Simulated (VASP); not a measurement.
All values below come from r2SCAN meta-GGA, VASP's PBE PAW potentials (set 64) (plane waves; VASP).

VASP ran on this input.

**KPOINTS_OPT**
```
k-points along high-symmetry lines
10
Line-mode
Reciprocal
  0.000000   0.000000   0.000000 ! GAMMA
  0.000000   0.500000   0.000000 ! X

  0.000000   0.500000   0.000000 ! X
  0.500000   0.500000   0.000000 ! M

  0.500000   0.500000   0.000000 ! M
  0.000000   0.000000   0.000000 ! GAMMA

  0.000000   0.000000   0.000000 ! GAMMA
  0.500000   0.500000   0.500000 ! R

  0.500000   0.500000   0.500000 ! R
  0.000000   0.500000   0.000000 ! X

  0.500000   0.500000   0.500000 ! R
  0.500000   0.500000   0.000000 ! M
```

POSCAR:
```
BaLiF3
1
    3.9921149224    -0.0000000000     0.0000000000
   -0.0000000000     3.9921149224    -0.0000000000
   -0.0000000000    -0.0000000000     3.9921149224
Ba Li F
1 1 3
Direct
  0.0000000000   0.0000000000   0.0000000000
  0.5000000000   0.5000000000   0.5000000000
  0.0000000000   0.5000000000   0.5000000000
  0.5000000000   0.0000000000   0.5000000000
  0.5000000000   0.5000000000   0.0000000000
```

INCAR:
```
SYSTEM = BaLiF3
PREC = Accurate
ENCUT = 520
EDIFF = 1E-7
NELM = 100
ALGO = Normal
LREAL = .FALSE.
LASPH = .TRUE.
ISMEAR = -5
METAGGA = R2SCAN
LMIXTAU = .TRUE.
LMAXMIX = 4
LWAVE = .FALSE.
LCHARG = .FALSE.
LORBIT = 11
NEDOS = 601
ISIF = 2
```

KPOINTS:
```
kpoints
0
gamma
6 6 6
```

POTCAR, in this order: Ba_sv Li_sv F (PBE.64 set). Program: vasp_std.

Q: What will the output report for the number of irreducible k-points (NKPTS), number of bands (NBANDS), largest plane-wave count, number of space-group operations, FFT grid (NGX, NGY, NGZ)?

A: 
| Property | Result |
|---|---|
| number of irreducible k-points (NKPTS) | 20 |
| number of bands (NBANDS) | 21 |
| largest plane-wave count | 1743 |
| number of space-group operations | 48 |
| FFT grid (NGX, NGY, NGZ) | 30 × 30 × 30 |

The structure comes from a computed database's BaLiF3 entry (Pm-3m); how it stands against other phases isn't given here. It was relaxed first.
